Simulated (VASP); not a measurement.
Input:

```xyz
8
Lattice="10.8939 0.0000 0.0000 0.0000 3.6410 0.0000 0.0000 0.0000 4.5706" Properties=species:S:1:pos:R:3 pbc="T T T"
Ge     9.5022     0.9102     1.6769
Ge     1.3917     2.7307     2.8937
Ge     6.8387     2.7307     3.9622
Ge     4.0553     0.9102     0.6084
S      7.1337     0.9102     2.3529
S      3.7603     2.7307     2.2177
S      9.2072     2.7307     0.0676
S      1.6867     0.9102     4.5030
```

These are LDA (Ceperley-Alder, Perdew-Zunger), VASP's LDA PAW potentials (set 64) (plane waves; VASP 6.6.1) values and carry that method's errors. Numerical set-up: 300 eV cut-off, 3×7×5 Γ-centred mesh, Gaussian smearing of 0.010 eV, potentials Ge_d S.

At this cut-off the stress carries a Pulay error, which pulls relaxed volumes low.

Task: What does the run give for the energy per atom (σ→0), pressure?

Result: 
- energy per atom (σ→0): -5.177 eV/atom
- pressure: -5.38 GPa

Only differences to runs with the same potentials and settings are physical.

The structure comes from a computed database's GeS entry, a phase known from measurement. The cell was not relaxed at this level.
